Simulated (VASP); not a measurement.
Computed with PBE GGA, VASP's PBE PAW potentials (set 64) (plane waves; VASP).

VASP ran on this input.

KPOINTS:
```
Regular mesh
0
G
  10 10 10
0 0 0
```

POSCAR:
```
Pt3Ti
1
    3.9463690317     0.0000000000     0.0000000000
    0.0000000000     3.9463690317     0.0000000000
    0.0000000000     0.0000000000     3.9463690317
Ti Pt
1 3
Direct
  0.0000000000   0.0000000000   0.0000000000
  0.0000000000   0.5000000000   0.5000000000
  0.5000000000   0.0000000000   0.5000000000
  0.5000000000   0.5000000000   0.0000000000
```

INCAR:
```
# general
SYSTEM  = Pt3Ti
PREC    = Normal
ENCUT   = 400
LREAL   = .False.   # projection in real space or not
LASPH   = .True.   # aspherical one-centre terms

# electronic loop
EDIFF   = 1E-5   # SCF stop (eV)
NELM    = 100   # most electronic steps
NELMIN  = 4
ALGO    = Fast
LMAXMIX = 6   # l cut-off of mixed one-centre charges

# smearing
ISMEAR  = 1
SIGMA   = 0.1

# functional
GGA     = PE

# ions
IBRION  = 2   # conjugate gradients
NSW     = 20
ISIF    = 2   # forces and stress, cell fixed
EDIFFG  = -0.03   # ionic stop

# output
LWAVE   = .False.
LCHARG  = .False.
```

POTCAR, in this order: Ti_sv Pt (PBE.64 set). Program: vasp_std.

What VASP printed:

OSZICAR:
```
       N       E                     dE             d eps       ncg     rms          rms(c)
DAV:   1     0.333535498369E+03    0.33354E+03   -0.18093E+04  2801   0.149E+03
DAV:   2    -0.407130601283E+01   -0.33761E+03   -0.33100E+03  3032   0.403E+02
DAV:   3    -0.319652671187E+02   -0.27894E+02   -0.27087E+02  4166   0.100E+02
DAV:   4    -0.327563106267E+02   -0.79104E+00   -0.78772E+00  3359   0.178E+01
DAV:   5    -0.327801709988E+02   -0.23860E-01   -0.23845E-01  4146   0.304E+00    0.207E+01
RMM:   6    -0.306131455084E+02    0.21670E+01   -0.16998E+01  3714   0.277E+01    0.114E+01
RMM:   7    -0.300274537274E+02    0.58569E+00   -0.42082E+00  3279   0.155E+01    0.899E+00
RMM:   8    -0.295244512225E+02    0.50300E+00   -0.14812E+00  3477   0.960E+00    0.315E+00
RMM:   9    -0.296590222209E+02   -0.13457E+00   -0.14073E+00  3942   0.461E+00    0.298E+00
RMM:  10    -0.295514463888E+02    0.10758E+00   -0.17201E-01  3661   0.294E+00    0.941E-01
RMM:  11    -0.295610999175E+02   -0.96535E-02   -0.64697E-02  4260   0.116E+00    0.109E+00
RMM:  12    -0.295495313281E+02    0.11569E-01   -0.41043E-02  4084   0.992E-01    0.234E-01
RMM:  13    -0.295503669204E+02   -0.83559E-03   -0.13592E-02  4330   0.430E-01    0.116E-01
RMM:  14    -0.295505916406E+02   -0.22472E-03   -0.25403E-03  4436   0.222E-01    0.709E-02
RMM:  15    -0.295507259331E+02   -0.13429E-03   -0.13903E-03  3925   0.145E-01    0.569E-02
RMM:  16    -0.295507593808E+02   -0.33448E-04   -0.78930E-04  3984   0.119E-01    0.201E-02
RMM:  17    -0.295507999021E+02   -0.40521E-04   -0.47398E-04  2920   0.727E-02    0.107E-02
RMM:  18    -0.295508205949E+02   -0.20693E-04   -0.23324E-04  2480   0.537E-02    0.391E-03
RMM:  19    -0.295508342926E+02   -0.13698E-04   -0.15557E-04  2344   0.439E-02    0.406E-03
RMM:  20    -0.295508429609E+02   -0.86683E-05   -0.10150E-04  2118   0.390E-02    0.224E-03
RMM:  21    -0.295508480947E+02   -0.51339E-05   -0.65177E-05  1910   0.320E-02
   1 F= -.29550848E+02 E0= -.29550805E+02  d E =-.295508E+02
```

**OUTCAR**
```
------------------------ aborting loop because EDIFF is reached ----------------------------------------
  FORCE on cell =-STRESS in cart. coord.  units (eV):
  Direction    XX          YY          ZZ          XY          YZ          ZX
  --------------------------------------------------------------------------------------
  Total       -0.0701182     -0.0701182     -0.0701182     -0.0000000      0.0000000     -0.0000000
  in kB       -1.8278832     -1.8278832     -1.8278832     -0.0000000      0.0000000     -0.0000000
  external PRESSURE =      -1.8278832 kB  Pullay stress =       0.0000000 kB
  volume of cell :       61.46
      direct lattice vectors                 reciprocal lattice vectors
     3.946369032  0.000000000  0.000000000     0.253397488  0.000000000  0.000000000
     0.000000000  3.946369032  0.000000000     0.000000000  0.253397488  0.000000000
     0.000000000  0.000000000  3.946369032     0.000000000  0.000000000  0.253397488
 POSITION                                       TOTAL-FORCE (eV/Angst)
 -----------------------------------------------------------------------------------
      0.00000      0.00000      0.00000         0.000000      0.000000      0.000000
      0.00000      1.97318      1.97318         0.000000      0.000000      0.000000
      1.97318      0.00000      1.97318         0.000000      0.000000      0.000000
      1.97318      1.97318      0.00000         0.000000      0.000000      0.000000
 -----------------------------------------------------------------------------------
    total drift:                               -0.000000      0.000000     -0.000000
  FREE ENERGIE OF THE ION-ELECTRON SYSTEM (eV)
  ---------------------------------------------------
  free  energy   TOTEN  =       -29.5508480947 eV

  energy  without entropy=      -29.5507173139  energy(sigma->0) =      -29.55080450

 reached required accuracy - stopping structural energy minimisation
```
(Selected blocks of OUTCAR.)

The compound is Pt3Ti in the L1_2 structure. It was relaxed first.
